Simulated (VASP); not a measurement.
# SiB2 (I4/mmm) in VASP: further runs

One crystal, SiB2, is run at these levels: PBE; tasks: relaxation of cell and atoms.

Program: VASP 6.6.1. These are calculated values, not measurements. Logs are shortened: lines on timing, memory, paths and dates and some standing lists are left out, and cuts for length are marked.

**1. The crystal as given**

The structure is tetragonal, space group I4/mmm (No. 139). The conventional cell has a = 3.778 Å, b = 3.778 Å, c = 4.395 Å, α = 90.00°, β = 90.00°, γ = 90.00°. Si (site symmetry 4/mmm) has 4 B at 1.89 Å as nearest neighbours. B (site symmetry mmm) has 2 Si at 1.89 Å as nearest neighbours.

The cell was built by a generator and needn't be a form met in nature.

**2. Relaxation of cell and atoms, PBE**

The input, INCAR:

```
PREC = Normal
ENCUT = 520
EDIFF = 1E-4
ISMEAR = 0
SIGMA = 0.15
LREAL = False
LASPH = True
NELM = 60
ALGO = Fast
ISIF = 3
LWAVE = False
LCHARG = False
GGA = PE
IBRION = 2
NSW = 24
EDIFFG = -0.08
```

The input, KPOINTS:

```
Automatic mesh
0
Gamma
  8 8 8
```

The input, POSCAR:

```
SiB2
1.0
   -1.8892074800      1.8892074800      2.1975630400
    1.8892074800     -1.8892074800      2.1975630400
    1.8892074800      1.8892074800     -2.1975630400
Si B
1 2
Direct
    0.5000000000      0.5000000000      0.0000000000
    0.5000000000      0.0000000000      0.5000000000
    0.0000000000      0.5000000000      0.5000000000
```

Potentials or basis: VASP PAW PBE potentials, release 64 (Si, B).

Started as:

```
cat potpaw_PBE.64/Si/POTCAR potpaw_PBE.64/B/POTCAR > POTCAR
mpirun -np 1 vasp_std > vasp.out
```

OUTCAR:

```text
PREC = Normal
   ENCUT = 520
   EDIFF = 1E-4
   ISMEAR = 0
   LREAL = False
   LASPH = True
   NELM = 60
   ISIF = 3
   GGA = PE
   IBRION = 2
   NSW = 24
   EDIFFG = -0.08

 ion  position               nearest neighbor table
   1  0.500  0.500  0.000-   2 1.89   3 1.89   2 1.89   3 1.89
   2  0.500  0.000  0.500-   1 1.89   1 1.89
   3  0.000  0.500  0.500-   1 1.89   1 1.89

  LATTYP: Found a body centered tetragonal cell.
 ALAT       =     3.7784149600
 C/A-ratio  =     1.1632195316

  Lattice vectors:

 A1 = (  -1.8892074800,   1.8892074800,   2.1975630400)
 A2 = (   1.8892074800,  -1.8892074800,   2.1975630400)
 A3 = (   1.8892074800,   1.8892074800,  -2.1975630400)

Analysis of symmetry for initial positions (statically):
=====================================================================
 Subroutine PRICEL returns:
 Original cell was already a primitive cell.

 Routine SETGRP: Setting up the symmetry group for a
 body centered tetragonal supercell.

 Subroutine GETGRP returns: Found 16 space group operations
 (whereof 16 operations were pure point group operations)
 out of a pool of 16 trial point group operations.

The static configuration has the point symmetry D_4h.

Analysis of symmetry for dynamics (positions and initial velocities):
=====================================================================
 Subroutine PRICEL returns:
 Original cell was already a primitive cell.

 Routine SETGRP: Setting up the symmetry group for a
 body centered tetragonal supercell.

 Subroutine GETGRP returns: Found 16 space group operations
 (whereof 16 operations were pure point group operations)
 out of a pool of 16 trial point group operations.

The dynamic configuration has the point symmetry D_4h.

 Subroutine INISYM returns: Found 16 space group operations
 (whereof 16 operations are pure point group operations),
 and found     1 'primitive' translations

----------------------------------------------------------------------------------------

                                     Primitive cell

  volume of cell :      31.3733

  direct lattice vectors                    reciprocal lattice vectors
    -1.889207480  1.889207480  2.197563040     0.000000000  0.264661243  0.227524759
     1.889207480 -1.889207480  2.197563040     0.264661243  0.000000000  0.227524759
     1.889207480  1.889207480 -2.197563040     0.264661243  0.264661243  0.000000000

  length of vectors
     3.459406469  3.459406469  3.459406469     0.349017319  0.349017319  0.374287519

  position of ions in fractional coordinates (direct lattice)
     0.500000000  0.500000000  0.000000000
     0.500000000  0.000000000  0.500000000
     0.000000000  0.500000000  0.500000000

  ion indices of the primitive-cell ions
   primitive index   ion index
                 1           1
                 2           2
                 3           3

----------------------------------------------------------------------------------------

 KPOINTS: Automatic mesh

Automatic generation of k-mesh.
 Grid dimensions read from file:
 generate k-points for:    8    8    8

 Generating k-lattice:

  Cartesian coordinates                     Fractional coordinates (reciprocal lattice)
     0.000000000  0.033082655  0.028440595     0.125000000  0.000000000  0.000000000
     0.033082655  0.000000000  0.028440595     0.000000000  0.125000000  0.000000000
     0.033082655  0.033082655  0.000000000     0.000000000  0.000000000  0.125000000

  Length of vectors
     0.043627165  0.043627165  0.046785940

  Shift w.r.t. Gamma in fractional coordinates (k-lattice)
     0.000000000  0.000000000  0.000000000

 Subroutine IBZKPT returns following result:
 ===========================================

 Found     59 irreducible k-points:

 Following reciprocal coordinates:
            Coordinates               Weight
  0.000000  0.000000  0.000000      1.000000
  0.125000  0.000000  0.000000      8.000000
  0.250000  0.000000  0.000000      8.000000
  0.375000  0.000000  0.000000      8.000000
  0.500000  0.000000  0.000000      4.000000
  0.125000  0.125000  0.000000      8.000000
[... 16 lines left out ...]
  0.250000  0.125000  0.125000     16.000000
  0.375000  0.125000  0.125000      8.000000
 [... further k-points ...]
   k-points           NKPTS =     59   k-points in BZ     NKDIM =     59   number of bands    NBANDS=      9
   number of dos      NEDOS =    301   number of ions     NIONS =      3
   total plane-waves  NPLWV =   8000
   dimension x,y,z NGX =    20 NGY =   20 NGZ =   20
   dimension x,y,z NGXF=    40 NGYF=   40 NGZF=   40
   ions per type =               1   2
   NGX,Y,Z   is equivalent  to a cutoff of   9.61,  9.61,  9.61 a.u.
   NGXF,Y,Z  is equivalent  to a cutoff of  19.22, 19.22, 19.22 a.u.
 SYSTEM =  unknown system
   PREC   = normal    normal or accurate (medium, high low for compatibility)
   ISTART =      0    job   : 0-new  1-cont  2-samecut
   ICHARG =      2    charge: 1-file 2-atom 10-const
   ISPIN  =      1    spin polarized calculation?
   LNONCOLLINEAR =      F non collinear calculations
   LSORBIT =      F    spin-orbit coupling
   LASPH  =      T    aspherical Exc in radial PAW
   ENCUT  =  520.0 eV  38.22 Ry    6.18 a.u.   6.43  6.43  6.43*2*pi/ulx,y,z
   NELM   =     60;   NELMIN=  2; NELMDL= -5     # of ELM steps
   EDIFF  = 0.1E-03   stopping-criterion for ELM
   LREAL  =      F    real-space projection
   EDIFFG = -.8E-01   stopping-criterion for IOM
   NSW    =     24    number of steps for IOM
   IBRION =      2    ionic relax: 0-MD 1-quasi-New 2-CG
   NFREE  =      1    steps in history (QN), initial steepest desc. (CG)
   ISIF   =      3    stress and relaxation
   ISYM   =      2    0-nonsym 1-usesym 2-fastsym
   POTIM  = 0.5000    time-step for ionic-motion
   TEBEG  =    0.0;   TEEND  =   0.0 temperature during run
   PSTRESS=    0.0 pullay stress
   NELECT =      10.0000    total number of electrons
   NUPDOWN=      -1.0000    fix difference up-down
   EMIN   =  10.00;   EMAX   =-10.00  energy-range for DOS
   EFERMI =   0.00;   METHOD = LEGACY
   ISMEAR =     0;   SIGMA  =   0.15  broadening in eV -4-tet -1-fermi 0-gaus
   EFERMI_NEDOS =   21; number of points for ismear=-14 and -15
   IALGO  =     68    algorithm
   IMIX   =      4    mixing-type and parameters
     AMIX     =   0.40;   BMIX     =  1.00
     AMIX_MAG =   1.60;   BMIX_MAG =  1.00
  volume/ion in A,a.u.               =      10.46        70.57
  Fermi-wavevector in a.u.,A,eV,Ry     =   1.118290  2.113263 17.015086  1.250574
  Thomas-Fermi vector in A             =   2.254920
   LORBIT       =      0    0 simple, 1 ext, 2 COOP (PROOUT), +10 PAW based schemes
   GGA     = PE    functional components
   LHFCALC =     F    Hartree Fock is set to
   AEXX    =    0.0000 exact exchange contribution
   IVDW    =     0    specifies the selected vdW correction
   LEPSILON=     F    determine dielectric tensor
   LRPA    =     F    only Hartree local field effects (RPA)
 conjugate gradient relaxation of ions
 non-spin polarized calculation
 RMM-DIIS sequential band-by-band and
 Gauss-broadening in eV      SIGMA  =   0.15
  energy-cutoff  :      520.00
  volume of cell :       31.37
 maximum number of plane-waves:       862
   NGX = 13   NGY = 13   NGZ = 13

--------------------------------------- Ionic step        1  -------------------------------------------

 number of electron      10.0000003 magnetization

 Free energy of the ion-electron system (eV)
  ---------------------------------------------------
  ext. energy  EPLUGINS =         0.00000000
  ---------------------------------------------------
  free energy    TOTEN  =       -14.45007686 eV

  energy without entropy =      -14.43669868  energy(sigma->0) =      -14.44338777

------------------------ aborting loop because EDIFF is reached ----------------------------------------

  FORCE on cell =-STRESS in cart. coord.  units (eV):
  Direction    XX          YY          ZZ          XY          YZ          ZX
  --------------------------------------------------------------------------------------
  -------------------------------------------------------------------------------------
  Total        6.8801093      6.8801093     -4.4110267      0.0000000      0.0000000      0.0000000
  in kB      351.3542998    351.3542998   -225.2628748      0.0000000      0.0000000      0.0000000
  external PRESSURE =     159.1485750 kB  Pullay stress =       0.0000000 kB
[... 92 lines left out ...]
  FREE ENERGIE OF THE ION-ELECTRON SYSTEM (eV)
  ---------------------------------------------------
  free  energy   TOTEN  =       -15.3413416617 eV

  energy  without entropy=      -15.3278537567  energy(sigma->0) =      -15.33459771

 E-fermi :  11.7846     XC(G=0): -12.4927

 val. band max:       11.7587654978   @ k =  -0.3750   0.3750   0.1250
 cond. band min:      11.8064727344   @ k =   0.2500   0.2500   0.0000
 fundamental gap:      0.0477072366
 Fermi energy:        11.7845666776

 k-point     1 :       0.0000    0.0000    0.0000
  band No.  band energies     occupation
      1      -4.8975      2.00000
      2       0.8811      2.00000
      3       0.8811      2.00000
      4       5.7847      2.00000
      5      11.9350      0.15624
      6      11.9350      0.15624
      7      12.0330      0.01917
      8      18.3843      0.00000
      9      49.3306      0.00000
[... 265 lines left out ...]
 k-point    24 :       0.3750    0.1250    0.1250
  band No.  band energies     occupation
      1       6.0337      2.00000
      2       7.0471      2.00000
      3       8.0504      2.00000
      4      11.3194      1.99999
      5      13.8861      0.00000
      6      14.2310      0.00000
      7      15.5758      0.00000
      8      19.5883      0.00000
      9      21.4709      0.00000

 [... further k-points ...]

[... ionic steps 4 to 12 ...]

--------------------------------------- Ionic step       13  -------------------------------------------

 number of electron      10.0000002 magnetization

------------------------ aborting loop because EDIFF is reached ----------------------------------------

  FORCE on cell =-STRESS in cart. coord.  units (eV):
  Direction    XX          YY          ZZ          XY          YZ          ZX
  --------------------------------------------------------------------------------------
  -------------------------------------------------------------------------------------
  Total       -0.1291808     -0.1291808     -0.4761693      0.0000000     -0.0000000     -0.0000000
  in kB       -6.6423647     -6.6423647    -24.4842073      0.0000000     -0.0000000     -0.0000000
  external PRESSURE =     -12.5896456 kB  Pullay stress =       0.0000000 kB
[... 59 lines left out ...]
  energy  without entropy=      -16.8116018697  energy(sigma->0) =      -16.81536163

--------------------------------------- Ionic step       15  -------------------------------------------

 number of electron      10.0000002 magnetization

 Free energy of the ion-electron system (eV)
  ---------------------------------------------------
  ext. energy  EPLUGINS =         0.00000000
  ---------------------------------------------------
  free energy    TOTEN  =       -16.81947034 eV

  energy without entropy =      -16.81197028  energy(sigma->0) =      -16.81572031

 E-fermi :   7.7729     XC(G=0): -11.1800

 val. band max:        7.7239259924   @ k =   0.3750   0.1250   0.0000
 cond. band min:       7.7972510235   @ k =  -0.1250   0.1250   0.0000
 fundamental gap:      0.0733250311
 Fermi energy:         7.7729205510

 k-point     1 :       0.0000    0.0000    0.0000
  band No.  band energies     occupation
      1      -6.9293      2.00000
      2       3.5254      2.00000
      3       4.2706      2.00000
      4       4.2706      2.00000
      5       6.7919      2.00000
      6      11.3949      0.00000
      7      12.5382      0.00000
      8      12.5382      0.00000
      9      12.9759      0.00000
[... 306 lines left out ...]
  FREE ENERGIE OF THE ION-ELECTRON SYSTEM (eV)
  ---------------------------------------------------
  free  energy   TOTEN  =       -16.8194703439 eV

  energy  without entropy=      -16.8119702758  energy(sigma->0) =      -16.81572031

 reached required accuracy - stopping structural energy minimisation
```

It took 44 s on 1 thread of Intel Xeon Platinum 8488C (Sapphire Rapids), shared host; peak memory 0.13 GiB.

What came out:

```yaml
Free_energy: -16.8195 eV
Relaxed_volume: 10.30 Å³/atom
Relaxed_cell: a = 3.504 Å, b = 3.504 Å, c = 3.504 Å, α = 101.72°, β = 101.72°, γ = 126.42°
Space_group_after_relaxing_to_0.05_Å: I4/mmm (No. 139)
Energy_gained_by_relaxing: 789.8 meV/atom
Ionic_steps: 15
Pressure_after_relaxing: 0.1 GPa
Band_gap_on_the_k_mesh: none (metal or under the smearing width)
```

Stress tensor (GPa, compression positive):
```
0.00 0.00 0.00
0.00 0.00 0.00
0.00 0.00 0.30
```

Step by step:
```tsv
step	energy change (eV)	largest force (eV/Å)	pressure (GPa)	volume (Å³)
1	0.0000	0.0000	15.91	31.37
2	-0.8519	0.0000	-16.62	35.95
3	-0.8913	0.0000	-20.30	36.92
4	-2.0623	0.0000	-13.71	33.53
5	57.9371	0.0000	705.22	19.39
6	-2.1365	0.0000	-12.68	33.27
7	-2.0096	0.0000	14.34	30.32
8	-2.3330	0.0000	-6.21	32.26
9	-2.3513	0.0000	-0.76	31.60
10	-2.3591	0.0000	-3.09	31.86
11	-2.3582	0.0000	-2.10	31.75
12	-2.3680	0.0000	-1.32	31.24
13	-2.3682	0.0000	-1.26	31.16
14	-2.3690	0.0000	0.60	30.76
15	-2.3694	0.0000	0.10	30.90
```

Final structure:
```
CELL_PARAMETERS angstrom
-2.21158 2.21158 1.57928
2.21158 -2.21158 1.57928
2.21158 2.21158 -1.57928
ATOMIC_POSITIONS crystal
Si 0.50000 0.50000 0.00000
B 0.50000 0.00000 0.50000
B 0.00000 0.50000 0.50000
```

Caveat: the relaxation stopped at a loose force limit of 0.08 eV/Å, so its end isn't a converged minimum.

(Part 1 of 2 ends here.)
